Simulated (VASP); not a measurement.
Here is the system:

```
La2O3
1.0
    1.91214    -3.31192     0.00000
    1.91214     3.31192     0.00000
    0.00000     0.00000     5.91710
La O
2 3
Direct
  0.33333   0.66667   0.24546
  0.66667   0.33333   0.75454
  0.00000   0.00000   0.00000
  0.33333   0.66667   0.64572
  0.66667   0.33333   0.35428
```

The numbers are results of PBEsol GGA, VASP's PBE PAW potentials (set 64) (plane waves; VASP), not measurements. Run with 520 eV cut-off, 7×7×4 Γ-centred mesh, Gaussian smearing of 0.050 eV, potentials La O.

Task: The ions and cell shape at fixed volume are relaxed. Which structure does the run end with?

Result: 
```
La2O3
1.0
    1.93391    -3.34963     0.00000
    1.93391     3.34963     0.00000
    0.00000     0.00000     5.78463
La O
2 3
Direct
  0.33333   0.66667   0.24006
  0.66667   0.33333   0.75994
  0.00000   0.00000   0.00000
  0.33333   0.66667   0.64988
  0.66667   0.33333   0.35012
```
Space group P-3m1 (164), at a tolerance of 0.03 Å.

Task: How much energy does the relaxation gain?

Result: The energy (σ→0) changes by -5.5 meV/atom, in 10 ionic steps.

The compound is La2O3 in the a-type structure. This cell is one point of a volume scan, at 0.94 of the reference volume. Symmetry was kept, so distortions that lower it aren't found.
